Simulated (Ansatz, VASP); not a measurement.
# Ba3Al2Fe2P24O69 (glassy 71P2O5-6Al2O3-18BaO-6Fe2O3 (mol %)) in two plane-wave programs

One calculation is typed for both programs; each brings its own data sets. How far apart do they land? The structure shown is the start of the Ansatz relaxation below; VASP solves that cell, so the two are compared at the walk's first step.

Main program and level: Ansatz 0.2.0; plane waves, with VASP 6.6.1 beside it; single point at PBEsol.

## 1. The starting structure

The cell holds 100 atoms: 24 P, 2 Al, 3 Ba, 2 Fe and 69 O. Cell: a = 11.202 Å, b = 11.202 Å, c = 11.202 Å, α = 90.0°, β = 90.0°, γ = 90.0°. As first built, before any earlier steps moved the atoms (in the runner's words): 100 atoms (24 P, 2 Al, 3 Ba, 2 Fe, 69 O) placed at random at 2.81 g/cm^3, melted at 4000 K for 10 ps at fixed volume with the Morse and Coulomb pair potential with partial charges (Pedone, Malavasi, Menziani, Cormack and Segre, J. Phys. Chem. B 110, 11780 (2006)). Quenched from 4000 K to 300 K at 10 K/ps and fixed volume, held 10 ps at zero pressure, then minimised at fixed cell.

## 2. Ansatz: relaxation, PBEsol

Ansatz runs on its default PAW (the set named soft_2) files.

The two programs are compared at the cell with which this relaxation starts, whose forces are those of its first step.

File input.yaml:

```yaml
crystal:
  lattice:
    - [11.20166, 0.0, 0.0]
    - [0.0, 11.20166, 0.0]
    - [0.0, 0.0, 11.20166]
  atoms:
    - { symbol: P, position: [0.1138, 0.52271, 0.06268] }
    - { symbol: P, position: [0.5857, 0.45423, 0.05724] }
    - { symbol: P, position: [0.404, 0.2453, 0.01804] }
    - { symbol: P, position: [0.57892, 0.08022, 0.87954] }
    - { symbol: P, position: [0.84285, 0.5766, 0.3754] }
    - { symbol: P, position: [0.2708, 0.90884, 0.87982] }
    - { symbol: P, position: [0.94002, 0.73738, 0.0877] }
    - { symbol: P, position: [0.71847, 0.04207, 0.11295] }
    - { symbol: P, position: [0.36016, 0.18694, 0.50296] }
    - { symbol: P, position: [0.56099, 0.9525, 0.31972] }
    - { symbol: P, position: [0.89016, 0.837, 0.83698] }
    - { symbol: P, position: [0.97076, 0.05102, 0.69968] }
    - { symbol: P, position: [0.62319, 0.71589, 0.44132] }
    - { symbol: P, position: [0.04286, 0.26146, 0.12876] }
    - { symbol: P, position: [0.75238, 0.2231, 0.7179] }
    - { symbol: P, position: [0.1261, 0.453, 0.79815] }
    - { symbol: P, position: [0.31922, 0.93843, 0.60629] }
    - { symbol: P, position: [0.09534, 0.87492, 0.26816] }
    - { symbol: P, position: [0.77794, 0.46015, 0.85827] }
    - { symbol: P, position: [0.40463, 0.54868, 0.45698] }
    - { symbol: P, position: [0.15291, 0.65086, 0.41231] }
    - { symbol: P, position: [0.6167, 0.29238, 0.48888] }
    - { symbol: P, position: [0.39154, 0.46212, 0.72014] }
    - { symbol: P, position: [0.91692, 0.99853, 0.43826] }
    - { symbol: Al, position: [0.76913, 0.31573, 0.23736] }
    - { symbol: Al, position: [0.28292, 0.0951, 0.23702] }
    - { symbol: Ba, position: [0.38885, 0.7413, 0.1467] }
    - { symbol: Ba, position: [0.56132, 0.75841, 0.77436] }
    - { symbol: Ba, position: [0.05593, 0.32337, 0.43566] }
    - { symbol: Fe, position: [0.93987, 0.62724, 0.63745], spin: -5.0 }
[... 64 atom lines left out ...]
    - { symbol: O, position: [0.45042, 0.34386, 0.73941] }
    - { symbol: O, position: [0.53629, 0.574, 0.08227] }
    - { symbol: O, position: [0.40755, 0.45186, 0.36713] }
    - { symbol: O, position: [0.68265, 0.27854, 0.37276] }
    - { symbol: O, position: [0.88435, 0.44709, 0.93714] }
    - { symbol: O, position: [0.09109, 0.10046, 0.72398] }
magnetization:
  spin_polarized: true
kpoints:
  mp_grid: { grid: [1, 1, 1] }
hamiltonian:
  xc: pbesol
scf:
  occupations: { method: fermi_dirac, width: 0.025 }
  lower_state_search: "off"
output:
  forces: true
relax:
  f_tol: 0.05
  max_steps: 150
  cell: {}
```

Started as:

```console
> ansatz run input.yaml --threads 8 --pin off --max-ram 15872MiB --backend cpu --events-out ev --progress --plain --runs-dir out
```

Numbers of over 12 decimals in the logs are rounded to 6 here.

The program printed:

```text
Engine: ansatz 0.2.0, aarch64-unknown-linux-gnu
Pseudopotentials: kind: paw
Pseudopotential: P, paw, valence charge 5, recommended cutoff 420 eV (normal), P.paw.azcp
Pseudopotential: Al, paw, valence charge 3, recommended cutoff 420 eV (normal), Al.paw.azcp
Pseudopotential: Ba, paw, valence charge 10, recommended cutoff 420 eV (normal), Ba.paw.azcp
Pseudopotential: Fe, paw, valence charge 16, recommended cutoff 420 eV (normal), Fe.paw.azcp
Pseudopotential: O, paw, valence charge 6, recommended cutoff 420 eV (normal), O.paw.azcp
Functional definition: PBEsol
  exchange = pbesol_x
  correlation = pbesol_c
Crystal: 100 atoms, lattice volume = 1405.553 Å³
Basis set: ecut = 420 eV, 27609 PW (Γ), exchange–correlation on 150×150×150 points (8 copies of the dense FFT grid, shifted against one another)
Bands: 406, of which v1, the nominal top of the filled ones, is band 301 counted from 1 (300 counted from 0)
Symmetry: 1 space group operations
Space group: P1 (ITA 1), of the structure as read, at distance tolerance 1.1e-4 Å
Magnetic group: BNS 1.1 (UNI 1), of the structure as read, at distance tolerance 1.1e-4 Å
k-points: 1
Non-local potential: P, projectors of the file, l = 0: 2, l = 1: 2, l = 2: 2
Non-local potential: Al, projectors of the file, l = 0: 2, l = 1: 2, l = 2: 1
Non-local potential: Ba, projectors of the file, l = 0: 3, l = 1: 2, l = 2: 2, l = 3: 2
Non-local potential: Fe, projectors of the file, l = 0: 3, l = 1: 2, l = 2: 3, l = 3: 1
Non-local potential: O, projectors of the file, l = 0: 2, l = 1: 2, l = 2: 1
PAW form: soft (Blöchl's): semilocal exchange-correlation on the pseudo side does not see the compensation charge
PAW frozen core: P, regenerated for the run's functional, and the local potential with it (the file was generated under x = pbe(κ = 0.804, μ = 0.219515), c = pbe(β = 0.066725))
PAW frozen core: Al, regenerated for the run's functional, and the local potential with it (the file was generated under x = pbe(κ = 0.804, μ = 0.219515), c = pbe(β = 0.066725))
PAW frozen core: Ba, regenerated for the run's functional, and the local potential with it (the file was generated under x = pbe(κ = 0.804, μ = 0.219515), c = pbe(β = 0.066725))
PAW frozen core: Fe, regenerated for the run's functional, and the local potential with it (the file was generated under x = pbe(κ = 0.804, μ = 0.219515), c = pbe(β = 0.066725))
PAW frozen core: O, regenerated for the run's functional, and the local potential with it (the file was generated under x = pbe(κ = 0.804, μ = 0.219515), c = pbe(β = 0.066725))
PAW one-centre angular grid: P, 110 points (default); XC on 64 Gauss nodes
PAW one-centre angular grid: Al, 110 points (default); XC on 64 Gauss nodes
PAW one-centre angular grid: Ba, 194 points (default); XC on 64 Gauss nodes
PAW one-centre angular grid: Fe, 590 points (default); XC on 64 Gauss nodes
PAW one-centre angular grid: O, 110 points (default); XC on 64 Gauss nodes
Initial density: superposition of atomic densities (chi_scale 0.1, normalization cell, long waves kept (reshape's long-wave potential 0.58 eV rms))
Starting moments: Σ|m| = 10 μB on 2 of 100 sites
Initial wavefunctions: pseudopotential atomic-orbital guess
Functional: x = pbesol(κ = 0.804, μ = 0.123457), c = pbesol(β = 0.046)
SCF iter   1: F=—  HF=-84127.768349 eV  |F-HF|=—  |Δ(HF+E_count)|=         —  Δρ=1.61e-1 (↑1.61e-1 ↓5.59e-2)  dr2=8.49e2  dr2_m=6.48e1  M=-0.016 μB ∫|m|=0.807 μB  β_m=0.30  ethr=3.10e-3  ⟨swp⟩=12.0  Hψ=5468  notcnv=0  defer=106
preconditioner: auto → Resta (q_TF=auto, 2.369 Å⁻¹)  ε∞=3.5  [insulator: Δε(μ)=0.099 eV  Ē_g=15.114 eV  σ=0.025 eV  W_gap=0.76  n_scr=304 (ndim 8)  ℏωp=23.9 eV  f_vac=0.089  D(μ)=21.25/eV (n_scr^D=92)  ε∞_Penn≈3.5]
spin=Collinear: Resta preconditioning applied to the charge; magnetization (m = ρ↑ − ρ↓) channel mixes plain (no charge-response kernel on spin).
SCF iter   2: F=—  HF=-84111.093804 eV  |F-HF|=—  |Δ(HF+E_count)|=    1.67e1  Δρ=1.58e-1 (↑6.55e-2 ↓1.58e-1)  dr2=1.03e3  dr2_m=3.37e1  M=-0.069 μB ∫|m|=0.591 μB  β_m=0.30  ethr=3.10e-3  ⟨swp⟩=4.0  Hψ=2182  notcnv=0  defer=190
preconditioner: auto → Kerker (q_TF=auto, 2.369 Å⁻¹)  [metal: Δε(μ)=0.012 eV  Ē_g=13.864 eV  σ=0.025 eV  W_gap=0.12  n_scr=304 (ndim 8)  ℏωp=22.5 eV  f_vac=0.098  D(μ)=49.10/eV (n_scr^D=388)]
spin=Collinear: Kerker preconditioning applied to the charge; magnetization (m = ρ↑ − ρ↓) channel mixes plain (no charge-response kernel on spin).
SCF iter   3: F=—  HF=-84045.875122 eV  |F-HF|=—  |Δ(HF+E_count)|=    6.52e1  Δρ=3.95e-2 (↑3.95e-2 ↓3.57e-2)  dr2=1.08e2  dr2_m=2.02e0  M=-7.138 μB ∫|m|=7.319 μB  β_m=0.30  ethr=3.10e-3  ⟨swp⟩=4.0  Hψ=1910  notcnv=0  defer=178
[...]
0.009031      -0.014682       0.010418
       -0.014679       0.018097      -0.004529
        0.010421      -0.004529       0.006020
  P = ⅓ Tr σ = 0.0110 GPa (0.110 kbar)
--- Relaxed structure (26 steps of the walk, 25 accepted, 2 SCFs on fresh bases) ---
  F+E_penalty+E_count = -84036.25895664 eV   max|allowed force component| = 4.120e-2 eV/Å   (the final SCF, on the basis selected at the relaxed cell)
  cell:  # Å, volume = 1366.7584 Å³
    - [11.256366, -0.129192, 0.243630]
    - [-0.129192, 11.354663, -0.016217]
    - [0.243630, -0.016217, 10.700171]
  atoms:
    - { symbol: P, position: [0.094094, 0.540800, 0.053113] }
    - { symbol: P, position: [0.588793, 0.429884, 0.052468] }
    - { symbol: P, position: [0.407042, 0.218539, 0.017259] }
    - { symbol: P, position: [0.589650, 0.086203, 0.877927] }
    - { symbol: P, position: [0.834077, 0.564753, 0.371523] }
    - { symbol: P, position: [0.277636, 0.918636, 0.875497] }
    - { symbol: P, position: [0.932864, 0.752693, 0.093256] }
    - { symbol: P, position: [0.724668, 0.057577, 0.116237] }
    - { symbol: P, position: [0.373644, 0.153269, 0.516649] }
    - { symbol: P, position: [0.561672, 0.917958, 0.298396] }
    - { symbol: P, position: [0.881741, 0.833317, 0.843960] }
    - { symbol: P, position: [0.966075, 0.054579, 0.715659] }
    - { symbol: P, position: [0.607618, 0.684977, 0.397060] }
    - { symbol: P, position: [0.038950, 0.277947, 0.131396] }
    - { symbol: P, position: [0.751158, 0.228580, 0.727579] }
    - { symbol: P, position: [0.122815, 0.469011, 0.780903] }
    - { symbol: P, position: [0.314166, 0.913966, 0.597066] }
    - { symbol: P, position: [0.099394, 0.869039, 0.280396] }
    - { symbol: P, position: [0.783109, 0.458030, 0.855272] }
    - { symbol: P, position: [0.377296, 0.562306, 0.480546] }
    - { symbol: P, position: [0.138324, 0.649319, 0.430236] }
    - { symbol: P, position: [0.617084, 0.285974, 0.502870] }
    - { symbol: P, position: [0.380145, 0.527187, 0.753207] }
    - { symbol: P, position: [0.939466, 1.026563, 0.444279] }
    - { symbol: Al, position: [0.770571, 0.313056, 0.240249] }
    - { symbol: Al, position: [0.333384, 0.037129, 0.248886] }
    - { symbol: Ba, position: [0.385309, 0.721397, 0.059691] }
    - { symbol: Ba, position: [0.573587, 0.783955, 0.737247] }
    - { symbol: Ba, position: [0.138085, 0.322329, 0.443434] }
    - { symbol: Fe, position: [0.924725, 0.619578, 0.643401] }
    - { symbol: Fe, position: [0.168715, 0.189811, 0.882977] }
    - { symbol: O, position: [0.845385, 0.442518, 0.314689] }
    - { symbol: O, position: [0.427228, 0.576074, 0.614077] }
    - { symbol: O, position: [0.441879, 0.924484, 0.229011] }
    - { symbol: O, position: [0.298248, 0.274353, 0.971996] }
    - { symbol: O, position: [0.561037, -0.030325, 0.422955] }
    - { symbol: O, position: [0.138353, 0.254336, 0.214971] }
    - { symbol: O, position: [0.480513, 0.619356, 0.393712] }
    - { symbol: O, position: [0.603168, 0.012830, 0.765767] }
    - { symbol: O, position: [0.466607, 0.148238, 0.899485] }
    - { symbol: O, position: [0.143070, 0.341786, 0.801828] }
    - { symbol: O, position: [0.025496, 0.491568, 0.690801] }
    - { symbol: O, position: [0.679125, 0.200926, 0.852606] }
    - { symbol: O, position: [0.783599, 0.359393, 0.736174] }
    - { symbol: O, position: [0.387532, 0.135082, 0.127143] }
    - { symbol: O, position: [0.274915, 0.655906, 0.474212] }
    - { symbol: O, position: [0.683763, 0.404587, 0.142283] }
    - { symbol: O, position: [0.665184, 0.956454, 0.202561] }
    - { symbol: O, position: [0.027300, 0.835781, 0.162426] }
    - { symbol: O, position: [0.060317, 0.690789, 0.538381] }
    - { symbol: O, position: [0.622474, 0.041055, 1.006388] }
    - { symbol: O, position: [0.863598, 0.152934, 0.723662] }
    - { symbol: O, position: [0.209627, 0.825354, 0.950123] }
    - { symbol: O, position: [0.692648, 0.591931, 0.339615] }
    - { symbol: O, position: [0.388461, 0.041592, 0.599901] }
[...]
- { symbol: O, position: [0.093614, 0.542503, 0.904681] }
    - { symbol: O, position: [0.586688, 0.777145, 0.289462] }
    - { symbol: O, position: [0.415460, 0.406902, 0.778447] }
    - { symbol: O, position: [0.512191, 0.531581, 0.078841] }
    - { symbol: O, position: [0.343001, 0.444228, 0.437379] }
    - { symbol: O, position: [0.694580, 0.270118, 0.386502] }
    - { symbol: O, position: [0.871623, 0.421297, 0.942469] }
    - { symbol: O, position: [0.079405, 0.120021, 0.732166] }
```

Reading the cycles: dr2 is the Hartree energy of the density residual (eV), the measure of convergence; HF is the Harris–Foulkes estimate of the energy, which meets the free energy F at convergence.

## 3. VASP: single point, PBEsol, start cell

The same cell, functional, mesh and smearing now go to VASP, with its own data sets.

Lines of VASP's logs that name or quote its potential files are left out, and so is its time.

File INCAR:

```
SYSTEM = Ba3Al2Fe2P24O69
PREC = Accurate
ENCUT = 520
EDIFF = 1E-06
NELM = 200
ISMEAR = -1
SIGMA = 0.025
LREAL = Auto
ALGO = All
GGA = PS
NBANDS = 368
ISPIN = 2
MAGMOM = -0 -0 -0 -0 -0 -0 -0 -0 -0 -0 -0 -0 -0 -0 -0 -0.01 -0 -0 -0 -0 -0 -0 -0 0 -0 -0 -0 -0 -0 -3.63 -3.64 -0.01 -0 -0 -0.08 -0 -0.01 -0 -0 -0 -0.07 -0.09 -0 -0 -0 -0 -0 -0 -0 -0.09 -0 -0 -0.02 -0.01 -0 -0.16 -0.01 -0 -0 -0.01 -0.01 -0 -0 -0 -0 -0.01 -0 -0 -0 -0 -0 -0 -0.02 -0 -0.19 -0 -0 -0 -0.01 -0 -0 -0.01 -0 -0.09 -0 -0 -0.17 -0 -0.06 -0 -0 -0.01 -0 -0 -0 -0 -0 -0 -0.01 -0.04
LASPH = .TRUE.
LMAXMIX = 4
LORBIT = 11
LWAVE = .FALSE.
LCHARG = .FALSE.
ISIF = 2
GGA_COMPAT = .FALSE.
NCORE = 2
ISEARCH = 1
```

File POSCAR:

```
Ba3Al2Fe2P24O69
1.0
   11.2016600000      0.0000000000      0.0000000000
    0.0000000000     11.2016600000      0.0000000000
    0.0000000000      0.0000000000     11.2016600000
P Al Ba Fe O
24 2 3 2 69
Direct
    0.1137956339      0.5227082415      0.0626782102
    0.5856989053      0.4542273199      0.0572415160
    0.4040026210      0.2453029283      0.0180419688
    0.5789231239      0.0802202531      0.8795392826
    0.8428482921      0.5766020393      0.3753997175
    0.2707991494      0.9088385114      0.8798160273
    0.9400213897      0.7373817809      0.0877012871
    0.7184738691      0.0420741212      0.1129475453
    0.3601609047      0.1869365790      0.5029611683
    0.5609882821      0.9525016828      0.3197204700
    0.8901627080      0.8370009445      0.8369830900
    0.9707579055      0.0510192239      0.6996820114
    0.6231933481      0.7158938943      0.4413185189
    0.0428597190      0.2614612477      0.1287577020
    0.7523795580      0.2231008618      0.7179025252
    0.1260973820      0.4530042869      0.7981495600
    0.3192205441      0.9384323395      0.6062940671
    0.0953430117      0.8749238952      0.2681566839
    0.7779382699      0.4601460855      0.8582656499
    0.4046275284      0.5486776067      0.4569769124
    0.1529059086      0.6508588906      0.4123138892
    0.6167032386      0.2923763085      0.4888828977
    0.3915401824      0.4621190074      0.7201432645
    0.9169176711      0.9985305749      0.4382564727
    0.7691270758      0.3157299900      0.2373576773
    0.2829223526      0.0951019760      0.2370184419
    0.3888530807      0.7413008429      0.1467014710
    0.5613185903      0.7584143779      0.7743584433
    0.0559292105      0.3233717145      0.4356586435
    0.9398696265      0.6272373916      0.6374501636
[... 64 atom lines left out ...]
    0.4504243121      0.3438597494      0.7394082663
    0.5362865861      0.5740042101      0.0822735202
    0.4075467386      0.4518615991      0.3671330856
    0.6826488217      0.2785390737      0.3727572521
    0.8843510694      0.4470944485      0.9371378885
    0.0910936415      0.1004583249      0.7239819812
```

File KPOINTS:

```
Automatic mesh
0
Gamma
1 1 1
0 0 0
```

Potentials, in the order of the species: P, Al, Ba_sv, Fe and O (PBE family, release 64).

Started as:

```console
> mpirun -np 8 vasp_gam
```

The program printed:

```text
[banner, memory and clock lines left out]
running    8 mpi-ranks, on    1 nodes
[...]
|                                                                             |
|               ----> ADVICE to this user running VASP <----                  |
|                                                                             |
|     You enforced a specific xc type in the INCAR file but a different       |
|     [... a line on the potential file left out ...]
|     I HOPE YOU KNOW WHAT YOU ARE DOING!                                     |
|                                                                             |

 LDA part: xc-table for (Slater+PW92), standard interpolation
 POSCAR, INCAR and KPOINTS ok, starting setup
[...]
entering main loop
       N       E                     dE             d eps       ncg     rms           ort
DAV:   1     0.608114485126E+04    0.60811E+04   -0.36855E+05   368   0.164E+03
DAV:   2    -0.229086434050E+03   -0.63102E+04   -0.60006E+04   368   0.399E+02
[...]
gam= 0.517 trial= 0.222  step=  0.1581 mean=  0.2221
CGA:  40    -0.736838142119E+03   -0.37743E-05   -0.37136E-05   368   0.388E-04  -0.175E-05
 gam= 0.775 g(H,U,f)=  0.165E-04 0.113E-04 0.110E-04 ort(H,U,f) = 0.127E-04-0.504E-05-0.945E-05
 gam= 0.775 trial= 0.216  step=  0.2326 mean=  0.2157
CGA:  41    -0.736838146470E+03   -0.43508E-05   -0.43550E-05   368   0.252E-04  -0.509E-06
 gam= 0.649 g(H,U,f)=  0.897E-05 0.118E-04 0.440E-05 ort(H,U,f) = 0.673E-05-0.485E-05-0.238E-05
 gam= 0.649 trial= 0.217  step=  0.1277 mean=  0.2174
CGA:  42    -0.736838148025E+03   -0.15551E-05   -0.15878E-05   368   0.122E-04   0.751E-06
 gam= 0.484 g(H,U,f)=  0.623E-05 0.462E-05 0.135E-05 ort(H,U,f) = 0.539E-05-0.313E-05-0.151E-05
 gam= 0.484 trial= 0.208  step=  0.2424 mean=  0.2085
CGA:  43    -0.736838149585E+03   -0.15603E-05   -0.15220E-05   368   0.782E-05   0.225E-05
 gam= 0.641 g(H,U,f)=  0.369E-05 0.319E-05 0.936E-06 ort(H,U,f) = 0.319E-05-0.517E-06-0.432E-06
 gam= 0.641 trial= 0.212  step=  0.1508 mean=  0.2118
CGA:  44    -0.736838150232E+03   -0.64704E-06   -0.69763E-06   368   0.472E-05   0.166E-05
 gam= 0.604 g(H,U,f)=  0.228E-05 0.178E-05 0.659E-06 ort(H,U,f) = 0.283E-05-0.697E-06-0.477E-06
 gam= 0.604 trial= 0.206  step=  0.1832 mean=  0.2057
 final diagonalization occupied
   1 F= -.73683815E+03 E0= -.73682998E+03  d E =-.163494E-01  mag=    -9.9989
```

OUTCAR, selected parts (step 3):

```text
  FREE ENERGIE OF THE ION-ELECTRON SYSTEM (eV)
  ---------------------------------------------------
  free  energy   TOTEN  =      -736.8381502319 eV

  energy  without entropy=     -736.8218008482  energy(sigma->0) =     -736.82997554

 magnetization (x)
# of ion       s       p       d       tot
------------------------------------------
    1       -0.000  -0.000   0.000  -0.000
    2       -0.000  -0.001   0.000  -0.001
    3       -0.003  -0.006   0.000  -0.009
    4       -0.000  -0.000   0.000  -0.000
    5       -0.001  -0.001   0.000  -0.002
    6       -0.001  -0.001   0.000  -0.001
    7        0.000  -0.000   0.000  -0.000
    8       -0.000   0.000   0.000   0.000
    9        0.000   0.000   0.000   0.000
   10        0.000   0.000   0.000   0.000
   11       -0.004  -0.007   0.000  -0.010
   12       -0.003  -0.005   0.000  -0.008
   13        0.000  -0.000   0.000  -0.000
[...]
--------------------------------------------------
tot         -0.173  -1.501  -7.777  -9.451

[... 2 further parts left out ...]
[key lines of the parts left out:]
E-fermi :   2.0865
```

Harder data sets than Ba_sv exist (the GW ones), and pressures, volumes and forces can shift noticeably with them.

## 4. Differences

Known differences besides the potentials themselves: VASP starts from the moments at which Ansatz ended; the data sets hold 602 valence electrons in Ansatz (on its default PAW (the set named soft_2) files) and 586 in VASP; the cutoff is 420 eV in Ansatz and 520 eV in VASP (PREC = Accurate, projectors in real space); Ansatz makes its cores anew for this functional, VASP keeps those of its PBE data sets. Total energies have different zeros and are not compared.

Forces on 8 of the 100 atoms, those with the largest forces and the largest differences (eV/Å; atoms numbered as in POSCAR):

```
atom          Ansatz x, y, z            VASP x, y, z
  P7   -4.221, -1.720, 0.958   -4.013, -1.674, 0.864
 P10    -1.791, 4.907, 1.883    -1.717, 4.747, 1.782
 P17  -1.492, -2.589, -3.122  -1.424, -2.436, -2.938
 P19     3.523, 2.566, 2.740     3.392, 2.483, 2.658
 P21   -2.477, -4.312, 2.343   -2.380, -4.208, 2.284
 P22   -0.449, 5.970, -1.048   -0.455, 5.760, -1.042
 P23    3.861, -1.454, 2.624    3.685, -1.358, 2.541
 P24   -5.161, 1.895, -1.207   -4.997, 1.857, -1.178
```

The forces differ by 57 meV/Å r.m.s., which is 4.4 % of the r.m.s. force of 1.303 eV/Å (both taken over all components). Moments aren't recorded for both runs of this pair, so they may hold unlike magnetic states.

## 5. What came out

| Quantity | Value |
| --- | --- |
| r.m.s. force difference (single point, PBEsol, start cell) | 4.4 % of the r.m.s. force |

The r.m.s. force difference is 4.4 % of the r.m.s. force (single point, PBEsol, start cell), beyond the 3 % picked in this series as the mark of a large difference. The data sets hold unlike numbers of valence electrons (602 in Ansatz and 586 in VASP), so part of the differences comes from the potentials. What causes the difference of the single point, PBEsol, start cell pair stays open here. VASP runs on this material, other cells of it included, that failed, so that no pair exists: single point, PBEsol (not converged) and single point, PBEsol (timeout). How closely two codes agree says nothing of how well the functional describes the real material.

[Lines on the potential files, build, host, timing and source positions are cut from VASP's logs without a mark.]

[Logs are printed without paths, hosts, clocks, repeated set-up lines and the standing remarks that a program may print on its own settings, such as how far it seeks lower states.]

[Hosts, paths, dates, database ids (printed as entryN), source tags and the programs' standing remarks are cut or masked in the printed files.]
